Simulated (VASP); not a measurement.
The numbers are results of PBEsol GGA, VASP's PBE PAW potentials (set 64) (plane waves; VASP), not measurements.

The input files of a VASP run:

KPOINTS:
```
Automatic mesh
0
gamma
  12 12 6
```

### INCAR
```
ALGO = Normal
EDIFF = 1E-7
ENCUT = 480
GGA = PS
ISIF = 2
ISMEAR = 1
LASPH = .TRUE.
LCHARG = .FALSE.
LMAXMIX = 6
LREAL = .FALSE.
LWAVE = .FALSE.
NELM = 100
PREC = Accurate
SIGMA = 0.1
SYSTEM = Tb
```

### POSCAR
```
Tb
1
    1.7800237004    -3.0830910493     0.0000000000
    1.7800237004     3.0830910493     0.0000000000
    0.0000000000     0.0000000000     5.5651245623
Tb
2
Direct
  0.3333330000   0.6666670000   0.2544922624
  0.6666670000   0.3333330000   0.7500000000
```

POTCAR, in this order: Tb_3 (PBE.64 set). Program: vasp_std.

Output

File OSZICAR:
```
       N       E                     dE             d eps       ncg     rms          rms(c)
DAV:   1     0.389600931433E+02    0.38960E+02   -0.85281E+03  2600   0.117E+03
DAV:   2    -0.811541788914E+01   -0.47076E+02   -0.45999E+02  2805   0.246E+02
DAV:   3    -0.994125023536E+01   -0.18258E+01   -0.17025E+01  3542   0.293E+01
DAV:   4    -0.998138856412E+01   -0.40138E-01   -0.39951E-01  2929   0.427E+00
DAV:   5    -0.998243709529E+01   -0.10485E-02   -0.10479E-02  3731   0.551E-01    0.244E+01
DAV:   6    -0.997515733938E+01    0.72798E-02   -0.32326E-02  2905   0.139E+00    0.146E+01
DAV:   7    -0.998133275002E+01   -0.61754E-02   -0.46239E-02  3124   0.176E+00    0.248E-01
DAV:   8    -0.998101388739E+01    0.31886E-03   -0.20943E-03  3225   0.377E-01    0.147E-01
DAV:   9    -0.998084252544E+01    0.17136E-03   -0.10645E-03  2880   0.253E-01    0.641E-02
DAV:  10    -0.998083184256E+01    0.10683E-04   -0.54643E-05  3175   0.619E-02    0.956E-03
DAV:  11    -0.998083113820E+01    0.70436E-06   -0.43297E-06  3248   0.174E-02    0.126E-02
DAV:  12    -0.998083132993E+01   -0.19174E-06   -0.63666E-07  3005   0.595E-03    0.567E-04
DAV:  13    -0.998083132102E+01    0.89196E-08   -0.20827E-08  1845   0.136E-03
   1 F= -.99808313E+01 E0= -.99810219E+01  d E =0.571768E-03
```

OUTCAR:
```
------------------------ aborting loop because EDIFF is reached ----------------------------------------
  FORCE on cell =-STRESS in cart. coord.  units (eV):
  Direction    XX          YY          ZZ          XY          YZ          ZX
  --------------------------------------------------------------------------------------
  Total        0.0200689      0.0200689     -0.0584919      0.0000000     -0.0000000      0.0000000
  in kB        0.5264009      0.5264007     -1.5342251      0.0000000     -0.0000000      0.0000000
  external PRESSURE =      -0.1604745 kB  Pullay stress =       0.0000000 kB
  volume of cell :       61.08
      direct lattice vectors                 reciprocal lattice vectors
     1.780023700 -3.083091049  0.000000000     0.280895136 -0.162174906  0.000000000
     1.780023700  3.083091049  0.000000000     0.280895136  0.162174906  0.000000000
     0.000000000  0.000000000  5.565124562     0.000000000  0.000000000  0.179690497
 POSITION                                       TOTAL-FORCE (eV/Angst)
 -----------------------------------------------------------------------------------
      1.78002      1.02770      1.41628         0.000000     -0.000000     -0.069092
      1.78002     -1.02770      4.17384        -0.000000      0.000000      0.069092
 -----------------------------------------------------------------------------------
    total drift:                               -0.000000     -0.000005     -0.000004
  FREE ENERGIE OF THE ION-ELECTRON SYSTEM (eV)
  ---------------------------------------------------
  free  energy   TOTEN  =        -9.9808313210 eV

  energy  without entropy=       -9.9814030892  energy(sigma->0) =       -9.98102191
```
(Selected blocks of OUTCAR.)

The 4f electrons are frozen in the core of the lanthanide potential, so 4f levels, which can set the real gap, and their magnetism are missing.

The compound is Tb in the hcp structure. This cell was strained or had an atom moved on purpose.
